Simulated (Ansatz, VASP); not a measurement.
# Cross-check of CdSe between VASP and Ansatz

Wanted: the spread between two codes on one cell, functional and k mesh. Other levels of theory on this material are compared in a session of their own. Valence electrons are named where the data sets of a main pair hold unlike numbers.

Method: plane waves, with VASP 6.6.1 beside it; band structure at LDA and band structure at r2SCAN, in Ansatz 0.2.0.

## Step 1: Starting point

It takes space group F-43m (No. 216, cubic). The conventional cell has a = 6.050 Å, b = 6.050 Å, c = 6.050 Å, α = 90.00°, β = 90.00°, γ = 90.00°. Nearest to Cd lie 4 Se at 2.62 Å. Nearest to Se lie 4 Cd at 2.62 Å. Farther neighbours and most contacts between anions are not listed.

## Step 2: VASP: band structure, LDA

Levels along a path test the potential and the projectors away from the mesh points.

Lines of VASP's logs that name or quote its potential files are left out, and so is its time.

Contents of INCAR:

```
SYSTEM = CdSe
PREC = Accurate
ENCUT = 350
EDIFF = 1E-06
NELM = 100
ISMEAR = 0
SIGMA = 0.03
LREAL = .FALSE.
ALGO = Normal
GGA = CA
NBANDS = 21
LORBIT = 11
LWAVE = .FALSE.
LCHARG = .FALSE.
KPAR = 4
LASPH = .TRUE.
```

Contents of POSCAR:

```
CdSe
1.0
    0.0000000000      3.0250000000      3.0250000000
    3.0250000000      0.0000000000      3.0250000000
    3.0250000000      3.0250000000      0.0000000000
Cd Se
1 1
Direct
    0.0000000000      0.0000000000      0.0000000000
    0.2500000000      0.2500000000      0.2500000000
```

Contents of KPOINTS:

```
Automatic mesh
0
Gamma
6 6 6
0 0 0
```

Contents of KPOINTS_OPT:

```
Line mode
10
Line-mode
Reciprocal
  0.00000000   0.00000000   0.00000000 GAMMA
  0.50000000   0.00000000   0.50000000 X

  0.50000000   0.00000000   0.50000000 X
  0.50000000   0.25000000   0.75000000 W

  0.50000000   0.25000000   0.75000000 W
  0.37500000   0.37500000   0.75000000 K

  0.37500000   0.37500000   0.75000000 K
  0.00000000   0.00000000   0.00000000 GAMMA

  0.00000000   0.00000000   0.00000000 GAMMA
  0.50000000   0.50000000   0.50000000 L

  0.50000000   0.50000000   0.50000000 L
  0.62500000   0.25000000   0.62500000 U

  0.62500000   0.25000000   0.62500000 U
  0.50000000   0.25000000   0.75000000 W

  0.50000000   0.25000000   0.75000000 W
  0.50000000   0.50000000   0.50000000 L

  0.50000000   0.50000000   0.50000000 L
  0.37500000   0.37500000   0.75000000 K

  0.62500000   0.25000000   0.62500000 U
  0.50000000   0.00000000   0.50000000 X
```

The projector-augmented-wave data sets are Cd and Se (LDA family, release 64).

The run is started by

```console
$ mpirun -np 4 vasp_std
```

Numbers of over 12 decimals in the logs are rounded to 6 here.

Log:

```text
[banner, memory and clock lines left out]
running    4 mpi-ranks, on    1 nodes
 distrk:  each k-point on    1 cores,    4 groups
 distr:  one band on    1 cores,    1 groups

 POSCAR found type information on POSCAR CdSe
 POSCAR found :  2 types and       2 ions
 LDA part: xc-table for (Slater(with rela. corr.)+CA(PZ))
 , standard interpolation
 POSCAR, INCAR and KPOINTS ok, starting setup
 FFT: planning ... GRIDC
 FFT: planning ... GRID_SOFT
 FFT: planning ... GRID
 WAVECAR not read
 entering main loop
       N       E                     dE             d eps       ncg     rms          rms(c)
DAV:   1     0.866322391300E+02    0.86632E+02   -0.67812E+03   720   0.559E+02
DAV:   2    -0.380909828734E+01   -0.90441E+02   -0.85726E+02   780   0.179E+02
DAV:   3    -0.711498136686E+01   -0.33059E+01   -0.32902E+01   790   0.350E+01
DAV:   4    -0.712754044149E+01   -0.12559E-01   -0.12558E-01   747   0.213E+00
DAV:   5    -0.712760524989E+01   -0.64808E-04   -0.64808E-04   810   0.139E-01    0.661E+00
DAV:   6    -0.678504500629E+01    0.34256E+00   -0.32625E-01   819   0.680E+00    0.519E+00
DAV:   7    -0.675590200441E+01    0.29143E-01   -0.10322E-01   785   0.183E+00    0.212E+00
DAV:   8    -0.675264040794E+01    0.32616E-02   -0.11474E-02   752   0.102E+00    0.221E-01
DAV:   9    -0.675234026945E+01    0.30014E-03   -0.10876E-03   772   0.364E-01    0.486E-02
DAV:  10    -0.675232759241E+01    0.12677E-04   -0.91439E-05   775   0.109E-01    0.378E-02
DAV:  11    -0.675233242489E+01   -0.48325E-05   -0.16489E-05   727   0.267E-02    0.137E-02
DAV:  12    -0.675233222943E+01    0.19545E-06   -0.52195E-07   500   0.845E-03
   1 F= -.67523322E+01 E0= -.67523322E+01  d E =-.188153E-11
 Start KPOINTS_OPT (optional k-point list driver)
k-point batch [1-16\100]
       N       E                     dE             ncg
DAV:   1    -0.592899366505E+02   -0.56831E+04      728
DAV:   2    -0.148993396980E+04   -0.14306E+04      755
DAV:   3    -0.154229717932E+04   -0.52363E+02      823
DAV:   4    -0.154248708829E+04   -0.18991E+00      786
DAV:   5    -0.154248805043E+04   -0.96213E-03      825
DAV:   6    -0.154248805944E+04   -0.90140E-05      811
DAV:   7    -0.154248805953E+04   -0.93792E-07      647
[...]
k-point batch [97-100\100]
       N       E                     dE             ncg
DAV:   1     0.602827071802E+04   -0.20416E+04      184
DAV:   2     0.568473875448E+04   -0.34353E+03      199
DAV:   3     0.567300393748E+04   -0.11735E+02      203
DAV:   4     0.567295864270E+04   -0.45295E-01      198
DAV:   5     0.567295840141E+04   -0.24129E-03      208
DAV:   6     0.567295839911E+04   -0.23042E-05      203
DAV:   7     0.567295839909E+04   -0.23141E-07      176
```

Parts of OUTCAR (step 2):

```text
ion  position               nearest neighbor table
   1  0.000  0.000  0.000-   2 2.62   2 2.62   2 2.62   2 2.62
   2  0.250  0.250  0.250-   1 2.62   1 2.62   1 2.62   1 2.62

  LATTYP: Found a face centered cubic cell.
 ALAT       =     6.0500000000

 Subroutine GETGRP returns: Found 24 space group operations
 (whereof 24 operations were pure point group operations)

The static configuration has the point symmetry T_d .

 Found     16 irreducible k-points:

   k-points           NKPTS =     16   k-points in BZ     NKDIM =     16   number of bands    NBANDS=     21

   dimension x,y,z NGX =    28 NGY =   28 NGZ =   28
   dimension x,y,z NGXF=    56 NGYF=   56 NGZF=   56

   ENCUT  =  350.0 eV  25.72 Ry    5.07 a.u.   6.53  6.53  6.53*2*pi/ulx,y,z

   NELECT =      18.0000    total number of electrons

 k-points in reciprocal lattice and weights: Automatic mesh
   0.00000000  0.00000000  0.00000000       0.005
   0.16666667  0.00000000  0.00000000       0.037
   0.33333333  0.00000000  0.00000000       0.037
   0.50000000  0.00000000  0.00000000       0.019
   0.16666667  0.16666667  0.00000000       0.028
   0.33333333  0.16666667  0.00000000       0.111
   0.50000000  0.16666667  0.00000000       0.111
  -0.33333333  0.16666667  0.00000000       0.111
  -0.16666667  0.16666667  0.00000000       0.056
[...]
-0.33333333  0.33333333  0.16666667       0.111
  -0.33333333  0.50000000  0.16666667       0.056

 average (electrostatic) potential at core
       1 -40.6131       2 -62.6177

 E-fermi :   1.0795

 k-point     1 :       0.0000    0.0000    0.0000
  band No.  band energies     occupation
    ...
      5      -6.6548      2.00000
      6      -6.6548      2.00000
      7       0.9500      2.00000
      8       0.9500      2.00000
      9       0.9500      2.00000
     10       1.3388      0.00000
     11       6.7401      0.00000
     12       6.7401      0.00000
     13       6.7401      0.00000
     14      10.5046      0.00000
    ...

 k-point     2 :       0.1667    0.0000    0.0000
  band No.  band energies     occupation
    ...
      5      -6.6551      2.00000
      6      -6.6551      2.00000
      7      -0.8569      2.00000
      8       0.7280      2.00000
      9       0.7280      2.00000
     10       2.7142      0.00000
     11       6.4975      0.00000
     12       7.0739      0.00000
     13       7.0739      0.00000
     14      11.0133      0.00000
    ...

 k-point     3 :       0.3333    0.0000    0.0000
  band No.  band energies     occupation
    ...
      5      -6.6437      2.00000
      6      -6.6437      2.00000
      7      -2.7201      2.00000
      8       0.3382      2.00000
      9       0.3382      2.00000
     10       3.1808      0.00000
     11       7.3271      0.00000
     12       7.3271      0.00000
     13       7.3694      0.00000
     14      10.5671      0.00000
    ...

  Total       -0.3739220     -0.3739220     -0.3739220     -0.0000000      0.0000000     -0.0000000
  in kB      -10.8214513    -10.8214513    -10.8214513     -0.0000000      0.0000000     -0.0000000
  external PRESSURE =     -10.8214513 kB  Pullay stress =       0.0000000 kB

  energy-cutoff  :      350.00
  volume of cell :       55.36
      direct lattice vectors                 reciprocal lattice vectors
     0.000000000  3.025000000  3.025000000    -0.165289256  0.165289256  0.165289256
     3.025000000  0.000000000  3.025000000     0.165289256 -0.165289256  0.165289256
     3.025000000  3.025000000  0.000000000     0.165289256  0.165289256 -0.165289256

 POSITION                                       TOTAL-FORCE (eV/Angst)
 -----------------------------------------------------------------------------------
      0.00000      0.00000      0.00000        -0.000000     -0.000000     -0.000000
      1.51250      1.51250      1.51250         0.000000      0.000000      0.000000
 -----------------------------------------------------------------------------------
    total drift:                               -0.000000     -0.000000     -0.000000

  FREE ENERGIE OF THE ION-ELECTRON SYSTEM (eV)
  ---------------------------------------------------
  free  energy   TOTEN  =        -6.7523322294 eV

  energy  without entropy=       -6.7523322294  energy(sigma->0) =       -6.75233223

 total charge
# of ion       s       p       d       tot
------------------------------------------
    1        0.461   0.329   9.528  10.318
    2        1.449   2.384   0.024   3.856
--------------------------------------------------
tot          1.910   2.713   9.551  14.174

[... 3 further parts left out ...]
```

The run ends at a pressure of -1.08 GPa.

## Step 3: Ansatz: band structure, LDA

Ansatz runs on its default PAW (the set named soft_2) files.

The same cell, functional (in two slightly different forms), mesh and smearing now go to Ansatz, which takes its cutoff from its data sets.

Contents of input.yaml:

```yaml
crystal:
  lattice:
    - [0.0, 3.025, 3.025]
    - [3.025, 0.0, 3.025]
    - [3.025, 3.025, 0.0]
  atoms:
    - { symbol: Cd, position: [0.0, 0.0, 0.0] }
    - { symbol: Se, position: [0.25, 0.25, 0.25] }
hamiltonian:
  xc: lda
  pseudopotentials: { kind: paw }
kpoints:
  mp_grid: { grid: [6, 6, 6] }
  band_path:
    path:
      - [0.0, 0.0, 0.0]
      - [0.16667, 0.0, 0.16667]
      - [0.33333, 0.0, 0.33333]
      - [0.5, 0.0, 0.5]
      - [0.5, 0.08333, 0.58333]
      - [0.5, 0.19444, 0.69444]
      - [0.5, 0.25, 0.75]
      - [0.45833, 0.29167, 0.75]
      - [0.40278, 0.34722, 0.75]
      - [0.375, 0.375, 0.75]
      - [0.20833, 0.20833, 0.41667]
      - [0.08333, 0.08333, 0.16667]
      - [0.0, 0.0, 0.0]
      - [0.22222, 0.22222, 0.22222]
      - [0.38889, 0.38889, 0.38889]
      - [0.51389, 0.47222, 0.51389]
      - [0.55556, 0.38889, 0.55556]
      - [0.61111, 0.27778, 0.61111]
      - [0.61111, 0.25, 0.63889]
      - [0.56944, 0.25, 0.68056]
      - [0.51389, 0.25, 0.73611]
      - [0.5, 0.27778, 0.72222]
      - [0.5, 0.38889, 0.61111]
      - [0.5, 0.47222, 0.52778]
      - [0.48611, 0.48611, 0.52778]
      - [0.43056, 0.43056, 0.63889]
      - [0.38889, 0.38889, 0.72222]
      - [0.59722, 0.19444, 0.59722]
      - [0.55556, 0.11111, 0.55556]
      - [0.5, 0.0, 0.5]
    npoints: 1
scf:
  occupations: { method: gaussian, width: 0.03 }
  n_extra_bands: 7
output:
  forces: true
  stress: true
  eigenvalues: true
```

The run is started by

```console
$ ansatz run input.yaml --threads 2 --pin off --max-ram 4608MiB --backend cpu --events-out ev --progress --plain --runs-dir out
```

Log:

```text
scf.n_extra_bands = 7 over 18 filled bands (N_el = 36.0): the run solves 25 bands
Engine: ansatz 0.2.0, aarch64-unknown-linux-gnu
Pseudopotentials: kind: paw
Pseudopotential: Cd, paw, valence charge 20, recommended cutoff 420 eV (normal), Cd.paw.azcp
Pseudopotential: Se, paw, valence charge 16, recommended cutoff 420 eV (normal), Se.paw.azcp
Functional definition: SPW92
  exchange = slater_x
  correlation = pw_c
Crystal: 2 atoms, lattice volume = 55.361 Å³
Basis set: ecut = 420 eV, 1067 PW (Γ)
Bands: 25, of which v1, the nominal top of the filled ones, is band 18 counted from 1 (17 counted from 0)
Symmetry: 24 space group operations
Space group: F-43m (ITA 216), of the structure as read, at distance tolerance 3.8e-5 Å
k-points: 16 of 216 (time reversal used)
Non-local potential: Cd, projectors of the file, l = 0: 3, l = 1: 2, l = 2: 2, l = 3: 1
Non-local potential: Se, projectors of the file, l = 0: 2, l = 1: 2, l = 2: 3, l = 3: 1
PAW form: soft (Blöchl's): semilocal exchange-correlation on the pseudo side does not see the compensation charge
PAW frozen core: Cd, regenerated for the run's functional, and the local potential with it (the file was generated under x = pbe(κ = 0.804, μ = 0.219515), c = pbe(β = 0.066725))
PAW frozen core: Se, regenerated for the run's functional, and the local potential with it (the file was generated under x = pbe(κ = 0.804, μ = 0.219515), c = pbe(β = 0.066725))
PAW one-centre angular grid: Cd, 590 points (default); XC on 64 Gauss nodes
PAW one-centre angular grid: Se, 590 points (default); XC on 64 Gauss nodes
Initial density: superposition of atomic densities (neutral atoms: chi_scale 0, normalization atom), corrected by the library's trained network
Initial wavefunctions: pseudopotential atomic-orbital guess
Functional: x = slater, c = lda
SCF iter   1: F=—  HF=-13502.233922 eV  |F-HF|=—  |Δ(HF+E_count)|=         —  Δρ=7.12e-3  dr2=2.15e-2  ethr=1.77e-3  ⟨swp⟩=5.8  Hψ=1791  notcnv=0
preconditioner: auto → none  [insulator: Δε(μ)=0.305 eV  Ē_g=14.346 eV  σ=0.030 eV  W_gap=1.00  n_scr=14 (ndim 8)  ℏωp=21.2 eV  f_vac=0.197  D(μ)=0.00/eV (n_scr^D=0)  ε∞_Penn≈3.2]
SCF iter   2: F=—  HF=-13502.227784 eV  |F-HF|=—  |Δ(HF+E_count)|=   6.14e-3  Δρ=2.48e-3  dr2=1.56e-3  ethr=5.96e-5  ⟨swp⟩=2.0  Hψ=730  notcnv=0  defer=38
SCF iter   3: F=—  HF=-13502.227464 eV  |F-HF|=—  |Δ(HF+E_count)|=   3.20e-4  Δρ=1.17e-3  dr2=3.24e-4  ethr=4.33e-6  ⟨swp⟩=2.6  Hψ=624  notcnv=0  defer=38
SCF iter   4: F=—  HF=-13502.227417 eV  |F-HF|=—  |Δ(HF+E_count)|=   4.69e-5  Δρ=2.57e-4  dr2=4.32e-5  ethr=9.01e-7  ⟨swp⟩=2.0  Hψ=488  notcnv=0  defer=38
SCF iter   5: F=—  HF=-13502.227408 eV  |F-HF|=—  |Δ(HF+E_count)|=   9.18e-6  Δρ=2.42e-5  dr2=2.65e-7  ethr=1.20e-7  ⟨swp⟩=2.7  Hψ=590  notcnv=0  defer=38
SCF iter   6: F=-13502.227408 eV  HF=-13502.227408 eV  |F-HF|=2.31e-9  |Δ(HF+E_count)|=   3.40e-8  Δρ=5.78e-6  dr2=1.35e-8  ethr=2.78e-10  ⟨swp⟩=8.1  Hψ=1795  notcnv=0
SCF 1 converged in 6 iterations: F = -13502.227408 eV  dr2 = 1.35e-8
  greatest PAW one-centre occupation: 1.000 electrons in one spin orbital (limit 2), on the Cd atom at site 0 (counted from 0), in its partial waves of l = 0
NSCF: frozen V_eff on 30 k-points
SCF converged after 6 iterations
Free energy (F): -13502.227408 eV
Harris-Foulkes:  -13502.227408 eV  (|F-HF|=2.31e-9)
Internal energy: -13502.227408 eV  (E = F + TS)
E sigma→0 (E₀):  -13502.227408 eV
Fermi energy:    7.574239 eV
--- Per-component energies (eV) ---
  E_band       = -896.187288
  E_kinetic    = 624.660937
  E_local      = -6351.181748  (includes V_loc(G=0)·N_el)
  E_nonlocal   = -548.342134
  E_hartree    = 3013.221118
  E_xc         = -279.074237
  E_vxc        = -319.853177  (∫ρ·V_xc dr)
  E_paw        = -5774.425685  (= ΣΔE_a)
  E_vpaw       = -327.917056  (= ΣTr[D̂ρ^β])
  E_aug_tail   = -0.000602  (compensation charges beyond the density's cutoff)
  E_ewald      = -4190.068988
  E_core_change = 2.983931  (= ΣΔE_core)
  E_smearing   = -0.000000  (= −TS)
  E_closure    = 0.000000  (closes the sum)
  Σ components = -13502.227408   (vs F -13502.227408, Δ=0.00e0)
--- Forces (eV/Å), atoms counted from 1 ---
  atom   1  Cd     0.00000000    -0.00000000     0.00000000
  atom   2  Se    -0.00000000     0.00000000     0.00000000
  max |Σ_I F_I| component: 6.94e-17 eV/Å
--- Stress (GPa, compression-positive) ---
       -1.150296       0.000000      -0.000000
        0.000000      -1.150296       0.000000
        0.000000       0.000000      -1.150296
  P = ⅓ Tr σ = -1.1503 GPa (-11.503 kbar)
--- Band table (eV; the first three rows and the last of 16) ---
  k-point 0: bands = [... 14 lower, -0.2014, 7.3931, 7.3931, 7.3931, 7.7526, 13.2006, 13.2006, 13.2006, ... 3 higher]
  k-point 1: bands = [... 14 lower, -0.2026, 5.5834, 7.1723, 7.1723, 9.1359, 12.9399, 13.5328, 13.5328, ... 3 higher]
  k-point 2: bands = [... 14 lower, -0.1913, 3.7274, 6.7842, 6.7842, 9.6086, 13.7883, 13.7883, 13.7916, ... 3 higher]
  k-point 15: bands = [... 14 lower, 0.2675, 3.2188, 5.1555, 5.1593, 11.5753, 11.9323, 14.8307, 15.2710, ... 3 higher]
```

Elapsed: 1.7 s, on 2 threads of Arm Neoverse V2, shared host; peak memory 0.3 GiB.

## Step 4: Comparison

Known differences besides the potentials themselves: the two LDA forms differ slightly; the data sets hold 36 valence electrons in Ansatz (on its default PAW (the set named soft_2) files) and 18 in VASP; the cutoff is 420 eV in Ansatz and 350 eV in VASP; VASP's log shows a relativistic correction to its local exchange, Ansatz's none. Total energies have different zeros and are not compared.

The two programs side by side:

```csv
quantity,Ansatz,VASP,difference
pressure (GPa),-1.15,-1.08,-0.07
gap over the path points (eV),0.359,0.389,-0.029
```

Levels at points of the path, from each program's valence-band top (eV; 4 filled, then empty):

```csv
k (reciprocal lattice),Ansatz,VASP
0.000 0.000 0.000,-7.59 0.00 0.00 0.00 0.36 5.81 5.81,-7.61 0.00 0.00 0.00 0.39 5.79 5.79
0.167 0.000 0.167,-7.58 -1.81 -0.58 -0.58 2.33 4.70 6.67,-7.59 -1.80 -0.59 -0.59 2.36 4.69 6.66
0.333 0.000 0.333,-7.50 -3.44 -1.53 -1.53 3.27 3.75 7.82,-7.51 -3.44 -1.53 -1.53 3.27 3.75 7.83
0.500 0.000 0.500,-7.23 -4.24 -1.94 -1.94 2.92 3.62 8.92,-7.24 -4.24 -1.95 -1.95 2.90 3.62 8.95
0.500 0.083 0.583,-7.19 -4.22 -2.04 -2.04 3.27 3.90 8.60,-7.20 -4.22 -2.05 -2.05 3.26 3.90 8.62
0.500 0.194 0.694,-7.11 -4.16 -2.29 -2.29 4.55 4.75 6.93,-7.11 -4.16 -2.30 -2.30 4.54 4.77 6.93
0.500 0.250 0.750,-7.09 -4.15 -2.33 -2.33 4.97 5.06 6.31,-7.10 -4.15 -2.34 -2.34 4.99 5.05 6.31
0.458 0.292 0.750,-7.11 -4.16 -2.50 -2.05 4.48 5.06 6.72,-7.11 -4.16 -2.51 -2.06 4.48 5.07 6.72
0.403 0.347 0.750,-7.13 -4.18 -2.63 -1.66 3.66 5.05 7.80,-7.13 -4.18 -2.64 -1.66 3.65 5.06 7.81
0.375 0.375 0.750,-7.13 -4.18 -2.64 -1.59 3.53 5.04 8.09,-7.14 -4.18 -2.66 -1.59 3.52 5.05 8.10
```

Among the levels compared at these points, filled levels agree within 14 meV and empty ones within 36 meV. Ansatz's pressure holds a Pulay correction of 0.02 GPa; VASP's holds none.

## Step 5: Ansatz: band structure, r2SCAN

The same path points are solved in both programs, so levels can be compared one by one.

The cell is taken from a series of VASP runs on this material, whose earlier steps may have relaxed, scaled or displaced it; both programs get it as it stands.

Edit input.yaml of step 3 so:

```diff
@@ -9,3 +9,3 @@
 hamiltonian:
-  xc: lda
+  xc: r2scan
   pseudopotentials: { kind: paw }
@@ -53 +53,5 @@
   eigenvalues: true
+  write_density: true
+  write_potential: true
+  elf: true
+  volumetric_format: npy
```

Log:

```text
[...]
Crystal: 2 atoms, lattice volume = 55.361 Å³
Basis set: ecut = 500 eV, 1411 PW (Γ), exchange–correlation on 128×128×128 points (64 copies of the dense FFT grid, shifted against one another)
Bands: 25, of which v1, the nominal top of the filled ones, is band 18 counted from 1 (17 counted from 0)
Symmetry: 24 space group operations
[...]
k-point 0: bands = [... 14 lower, -0.4262, 7.4152, 7.4152, 7.4152, 8.5447, 13.9049, 13.9049, 13.9049, ... 3 higher]
  k-point 1: bands = [... 14 lower, -0.4269, 5.7623, 7.1981, 7.1981, 9.7938, 13.6151, 14.2399, 14.2399, ... 3 higher]
  k-point 2: bands = [... 14 lower, -0.4128, 3.8339, 6.8119, 6.8119, 10.3309, 14.4533, 14.4533, 14.4589, ... 3 higher]
  k-point 15: bands = [... 14 lower, 0.0701, 3.3381, 5.1804, 5.1997, 12.1125, 12.5590, 15.6151, 15.9759, ... 3 higher]
[key lines of the parts left out:]
SCF converged after 6 iterations
Free energy (F): -13747.816838 eV
Fermi energy:    7.980377 eV
P = ⅓ Tr σ = 2.3427 GPa (23.427 kbar)
```

It took 4.4 s on 2 threads; peak memory 0.45 GiB; 8.5 s of CPU time.

[end of part 1 of 2]

[Lines on the potential files, build, host, timing and source positions are cut from VASP's logs without a mark.]

[Logs are printed without paths, hosts, clocks, repeated set-up lines and the standing remarks that a program may print on its own settings, such as how far it seeks lower states.]

[Hosts, paths, dates, database ids (printed as entryN), source tags and the programs' standing remarks are cut or masked in the printed files.]
